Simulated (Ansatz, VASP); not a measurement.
# Cross-check of PtSe2 between VASP and Ansatz, part 2 of 2

One calculation is typed for both programs; each brings its own data sets. How far apart do they land? The structure shown is the start of the Ansatz relaxation below; VASP solves that cell, so the two are compared at the walk's first step.

VASP 6.6.1 and Ansatz 0.2.0.

So far. Step 3 (VASP: single point, PBE with D3(BJ), start cell, pair 1): The run ends at a pressure of 0.00 GPa, with forces up to 0.14 eV/Å.

## Step 6: VASP: single point, PBE with D3(BJ), start cell, pair 2

Level of this step: PBE with D3(BJ); plane waves and PAW (Pt, Se) (VASP).

The same cell, functional, mesh and smearing now go to VASP, with its own data sets.

The input, INCAR:

```
SYSTEM = PtSe2
PREC = Accurate
ENCUT = 400
EDIFF = 1E-06
NELM = 120
ISMEAR = 0
SIGMA = 0.02
LREAL = .FALSE.
ALGO = Normal
GGA = PE
IVDW = 12
NBANDS = 28
LASPH = .TRUE.
LORBIT = 11
LWAVE = .FALSE.
LCHARG = .FALSE.
ISIF = 2
LDIPOL = .TRUE.
IDIPOL = 3
DIPOL = 0.5 0.5 0.302
LVHAR = .TRUE.
GGA_COMPAT = .FALSE.
EFERMI = MIDGAP
NELMDL = -8
KPAR = 2
```

The input, POSCAR:

```
PtSe2
1.0
    3.7299970000      0.0000000000      0.0000000000
   -1.8649990000      3.2302720000      0.0000000000
    0.0000000000      0.0000000000     39.1599850000
Pt Se
2 4
Direct
    0.0000000000      0.0000000000      0.2374870164
    0.0000000000      0.0000000000      0.3672118873
    0.3333333333      0.6666666667      0.2706843989
    0.6666666667      0.3333333333      0.2042902723
    0.3333333333      0.6666666667      0.4004086314
    0.6666666667      0.3333333333      0.3340145049
```

The input, KPOINTS:

```
Automatic mesh
0
Gamma
9 9 1
0 0 0
```

PAW data sets: Pt and Se (PBE family, release 64).

Launch:

```console
mpirun -np 2 vasp_std
```

Numbers of over 12 decimals in the logs are rounded to 6 here.

The program printed:

```text
[banner, memory and clock lines left out]
running    2 mpi-ranks, on    1 nodes
[...]
LDA part: xc-table for (Slater+PW92), standard interpolation
 POSCAR, INCAR and KPOINTS ok, starting setup
[...]
entering main loop
       N       E                     dE             d eps       ncg     rms          rms(c)
DAV:   1     0.336912211319E+03    0.33691E+03   -0.13032E+04   672   0.948E+02
DAV:   2     0.128573677324E+02   -0.32405E+03   -0.31370E+03  1032   0.198E+02
DAV:   3    -0.290928922306E+02   -0.41950E+02   -0.41361E+02   844   0.818E+01
DAV:   4    -0.301245069394E+02   -0.10316E+01   -0.10205E+01   876   0.142E+01
[...]
DAV:  25    -0.285033077856E+02   -0.51316E-05   -0.65601E-07   508   0.246E-03    0.261E-03
DAV:  26    -0.285033094442E+02   -0.16586E-05   -0.23411E-07   460   0.227E-03    0.971E-04
DAV:  27    -0.285033103057E+02   -0.86148E-06   -0.45083E-08   440   0.914E-04
   1 F= -.30785336E+02 E0= -.30785336E+02  d E =-.493127E-47
```

Parts of OUTCAR (step 6):

```text
 Edisp (eV)   -2.28203

  Total       0.35712     0.35712     0.23458    -0.00000     0.00000     0.00000
  in kB       1.21266     1.21266     0.79654    -0.00000     0.00000     0.00000
  external pressure =        1.07 kB  Pullay stress =        0.00 kB

 POSITION                                       TOTAL-FORCE (eV/Angst)
 -----------------------------------------------------------------------------------
      0.00000      0.00000      9.29999        -0.000000     -0.000000      0.252463
      0.00000      0.00000     14.38001        -0.000000      0.000000     -0.252463
     -0.00000      2.15351     10.60000         0.000000      0.000000      0.011933
      1.86500      1.07676      8.00000        -0.000000      0.000000     -0.208312
     -0.00000      2.15351     15.68000         0.000000      0.000000      0.208312
      1.86500      1.07676     13.08000        -0.000000      0.000000     -0.011933
 -----------------------------------------------------------------------------------
    total drift:                               -0.000000      0.000000     -0.000359

  FREE ENERGIE OF THE ION-ELECTRON SYSTEM (eV)
  ---------------------------------------------------
  free  energy   TOTEN  =       -30.7853360757 eV

  energy  without entropy=      -30.7853360757  energy(sigma->0) =      -30.78533608

[... 3 further parts left out ...]
[key lines of the parts left out:]
E-fermi :  -1.7860
```

The run ends at a pressure of 0.11 GPa, with forces up to 0.25 eV/Å.

## Step 7: Side by side

What differs besides the data sets and the points named for the pairs above, as far as they apply: the data sets hold 100 valence electrons in Ansatz (on its PAW soft_1 files) and 44 in VASP. Total energies have different zeros and are not compared.

Forces (eV/Å; atoms numbered as in POSCAR):

| atom | Ansatz x, y, z | VASP x, y, z |
| --- | --- | --- |
| Pt1 | 0.000, 0.000, 0.253 | 0.000, 0.000, 0.252 |
| Pt2 | 0.000, 0.000, -0.253 | 0.000, 0.000, -0.252 |
| Se3 | 0.000, 0.000, 0.009 | 0.000, 0.000, 0.012 |
| Se4 | 0.000, 0.000, -0.207 | 0.000, 0.000, -0.208 |
| Se5 | 0.000, 0.000, 0.207 | 0.000, 0.000, 0.208 |
| Se6 | 0.000, 0.000, -0.009 | 0.000, 0.000, -0.012 |

The forces differ by 1.0 meV/Å r.m.s., which is 0.9 % of the r.m.s. force of 0.109 eV/Å (both taken over all components). Where the cell holds vacuum, a pressure given here is an average over it and none of the material.

## Step 8: Ansatz: relaxation, PBE with D3(BJ)

The two programs are compared at the cell with which this relaxation starts, whose forces are those of its first step. This pair takes another cell of the material, with 9 atoms against 6 for the pair before.

The structure compared here is the start of the Ansatz relaxation; VASP solves that cell, so the two are compared at the walk's first step.

The input, input.yaml:

```yaml
crystal:
  lattice:
    - [3.73, 0.0, 0.0]
    - [-1.865, 3.23027, 0.0]
    - [0.0, 0.0, 28.76]
  atoms:
    - { symbol: Pt, position: [0.0, 0.0, 0.323366] }
    - { symbol: Se, position: [0.333333, 0.666667, 0.368567] }
    - { symbol: Se, position: [0.666667, 0.333333, 0.278164] }
    - { symbol: Pt, position: [0.0, 0.0, 0.5] }
    - { symbol: Se, position: [0.333333, 0.666667, 0.545202] }
    - { symbol: Se, position: [0.666667, 0.333333, 0.454798] }
    - { symbol: Pt, position: [0.0, 0.0, 0.676634] }
    - { symbol: Se, position: [0.333333, 0.666667, 0.721836] }
    - { symbol: Se, position: [0.666667, 0.333333, 0.631433] }
  periodic: [true, true, false]
kpoints:
  mp_grid: { grid: [9, 9, 1] }
hamiltonian:
  xc: pbe
  dispersion: d3bj
  pseudopotentials: { kind: paw, azcp: { folder: soft_1 } }
scf:
  occupations: { method: gaussian, width: 0.02 }
output:
  forces: true
  stress: true
  eigenvalues: true
relax:
  adjacent_minimum: "off"
  f_tol: 0.004
  max_steps: 80
  cell: { stress_2d_tol: 0.01 }
```

Launch:

```console
ansatz run input.yaml --threads 8 --pin off --max-ram 20480MiB --backend cpu --events-out ev --progress --plain --runs-dir out
```

The program printed:

```text
[...]
SCF iter   9: F=—  HF=-70395.782906 eV  |F-HF|=—  |Δ(HF+E_count)|=   5.43e-9  Δρ=1.46e-8  dr2=2.87e-12  ethr=1.00e-12  ⟨swp⟩=17.1  Hψ=7467  notcnv=0
[...]
SCF iter  11: F=-70395.782906 eV  HF=-70395.782906 eV  |F-HF|=5.97e-10  |Δ(HF+E_count)|=   3.78e-9  Δρ=1.45e-9  dr2=6.05e-15  ethr=1.00e-12  ⟨swp⟩=5.6  Hψ=4864  notcnv=0
[...]
- { symbol: Se, position: [0.333333, 0.666667, 0.218517] }
    - { symbol: Se, position: [0.666667, 0.333333, 0.165892] }
    - { symbol: Pt, position: [0, 0, 0.291565] }
    - { symbol: Se, position: [0.333333, 0.666667, 0.317814] }
    - { symbol: Se, position: [0.666667, 0.333333, 0.265317] }
    - { symbol: Pt, position: [0, 0, 0.390590] }
    - { symbol: Se, position: [0.333333, 0.666667, 0.417238] }
    - { symbol: Se, position: [0.666667, 0.333333, 0.364614] }
[key lines of the parts left out:]
SCF converged after 11 iterations
Free energy (F): -70395.782906 eV
Fermi energy:    -4.590857 eV
P = ½ c Tr σ = 0.0021 N/m
```

## Step 9: VASP: single point, PBE with D3(BJ), start cell, pair 3

The same cell, functional, mesh and smearing now go to VASP, with its own data sets.

Changes to INCAR since step 6:

```diff
@@ -11,3 +11,3 @@
 IVDW = 12
-NBANDS = 28
+NBANDS = 42
 LASPH = .TRUE.
@@ -19,6 +19,5 @@
 IDIPOL = 3
-DIPOL = 0.5 0.5 0.302
+DIPOL = 0.5 0.5 0.292
 LVHAR = .TRUE.
 GGA_COMPAT = .FALSE.
-EFERMI = MIDGAP
 NELMDL = -8
```

The input, POSCAR:

```
PtSe2
1.0
    3.7299970000      0.0000000000      0.0000000000
   -1.8649990000      3.2302720000      0.0000000000
    0.0000000000      0.0000000000     49.3200130000
Pt Se
3 6
Direct
    0.0000000000      0.0000000000      0.1885645488
    0.0000000000      0.0000000000      0.2915652110
    0.0000000000      0.0000000000      0.3945658733
    0.3333333333      0.6666666667      0.2149226319
    0.6666666667      0.3333333333      0.1622058980
    0.3333333333      0.6666666667      0.3179238821
    0.6666666667      0.3333333333      0.2652065400
    0.3333333333      0.6666666667      0.4209245241
    0.6666666667      0.3333333333      0.3682077902
```

KPOINTS is that of step 6.

Launch:

```console
mpirun -np 2 vasp_std
```

The program printed:

```text
[banner, memory and clock lines left out]
running    2 mpi-ranks, on    1 nodes
[...]
LDA part: xc-table for (Slater+PW92), standard interpolation
 POSCAR, INCAR and KPOINTS ok, starting setup
[...]
entering main loop
       N       E                     dE             d eps       ncg     rms          rms(c)
DAV:   1     0.493056949658E+03    0.49306E+03   -0.20550E+04  1016   0.977E+02
DAV:   2     0.144638415195E+02   -0.47859E+03   -0.45662E+03  1458   0.212E+02
DAV:   3    -0.435027828180E+02   -0.57967E+02   -0.56713E+02  1240   0.804E+01
DAV:   4    -0.451034353245E+02   -0.16007E+01   -0.15781E+01  1278   0.145E+01
[...]
DAV:  25    -0.427287625840E+02   -0.17507E-05   -0.61875E-08   736   0.664E-04    0.326E-04
DAV:  26    -0.427287639744E+02   -0.13904E-05   -0.60332E-08   728   0.466E-04    0.177E-04
DAV:  27    -0.427287645810E+02   -0.60653E-06   -0.18316E-08   688   0.264E-04
   1 F= -.46427753E+02 E0= -.46427753E+02  d E =-.765848E-17
```

OUTCAR, selected parts (step 9):

```text
 Edisp (eV)   -3.69899

  Total       0.87140     0.87140    -0.04317    -0.00000     0.00000    -0.00000
  in kB       2.34940     2.34940    -0.11639    -0.00000     0.00000    -0.00000
  external pressure =        1.53 kB  Pullay stress =        0.00 kB

 POSITION                                       TOTAL-FORCE (eV/Angst)
 -----------------------------------------------------------------------------------
      0.00000      0.00000      9.30001         0.000000      0.000000      0.269863
      0.00000      0.00000     14.38000         0.000000      0.000000     -0.000000
      0.00000      0.00000     19.45999         0.000000      0.000000     -0.269863
     -0.00000      2.15351     10.59999        -0.000000      0.000000      0.036187
      1.86500      1.07676      8.00000         0.000000      0.000000     -0.212972
     -0.00000      2.15351     15.68001         0.000000      0.000000      0.124459
      1.86500      1.07676     13.07999        -0.000000      0.000000     -0.124459
     -0.00000      2.15351     20.76000        -0.000000      0.000000      0.212972
      1.86500      1.07676     18.16001         0.000000     -0.000000     -0.036187
 -----------------------------------------------------------------------------------
    total drift:                               -0.000000      0.000000      0.000168

  FREE ENERGIE OF THE ION-ELECTRON SYSTEM (eV)
  ---------------------------------------------------
  free  energy   TOTEN  =       -46.4277533903 eV

  energy  without entropy=      -46.4277533903  energy(sigma->0) =      -46.42775339

[... 3 further parts left out ...]
[key lines of the parts left out:]
E-fermi :  -1.1929
```

The run ends at a pressure of 0.15 GPa, with forces up to 0.27 eV/Å.

## Step 10: Side by side

What differs besides the data sets and the points named for the pairs above, as far as they apply: the data sets hold 150 valence electrons in Ansatz (on its PAW soft_1 files) and 66 in VASP. Total energies have different zeros and are not compared.

Forces (eV/Å; atoms numbered as in POSCAR):

| atom | Ansatz x, y, z | VASP x, y, z |
| --- | --- | --- |
| Pt1 | 0.000, 0.000, 0.270 | 0.000, 0.000, 0.270 |
| Pt2 | 0.000, 0.000, 0.000 | 0.000, 0.000, 0.000 |
| Pt3 | 0.000, 0.000, -0.270 | 0.000, 0.000, -0.270 |
| Se4 | 0.000, 0.000, 0.033 | 0.000, 0.000, 0.036 |
| Se5 | 0.000, 0.000, -0.212 | 0.000, 0.000, -0.213 |
| Se6 | 0.000, 0.000, 0.120 | 0.000, 0.000, 0.124 |
| Se7 | 0.000, 0.000, -0.120 | 0.000, 0.000, -0.124 |
| Se8 | 0.000, 0.000, 0.212 | 0.000, 0.000, 0.213 |
| Se9 | 0.000, 0.000, -0.033 | 0.000, 0.000, -0.036 |

The forces differ by 1.6 meV/Å r.m.s., which is 1.6 % of the r.m.s. force of 0.100 eV/Å (both taken over all components). Where the cell holds vacuum, a pressure given here is an average over it and none of the material.

## Step 11: Results

| Item | Value |
| --- | --- |
| r.m.s. force difference (single point, PBE with D3(BJ), start cell, pair 1) | 0.27 meV/Å |
| r.m.s. force difference (single point, PBE with D3(BJ), start cell, pair 2) | 0.97 meV/Å |
| r.m.s. force difference (single point, PBE with D3(BJ), start cell, pair 3) | 1.6 meV/Å |

In words: The r.m.s. force difference is 1.6 meV/Å (single point, PBE with D3(BJ), start cell, pair 3), within the 12 meV/Å picked in this series as the mark of a large difference. The data sets hold unlike numbers of valence electrons (50 in Ansatz and 22 in VASP, 100 in Ansatz and 44 in VASP and 150 in Ansatz and 66 in VASP), so part of the differences may come from the potentials. 6 further pairs of this series are not shown here. How closely two codes agree says nothing of how well the functional describes the real material.

[Lines on the potential files, build, host, timing and source positions are cut from VASP's logs without a mark.]

[Logs are printed without paths, hosts, clocks, repeated set-up lines and the standing remarks that a program may print on its own settings, such as how far it seeks lower states.]

[Hosts, paths, dates, database ids (printed as entryN), source tags and the programs' standing remarks are cut or masked in the printed files.]
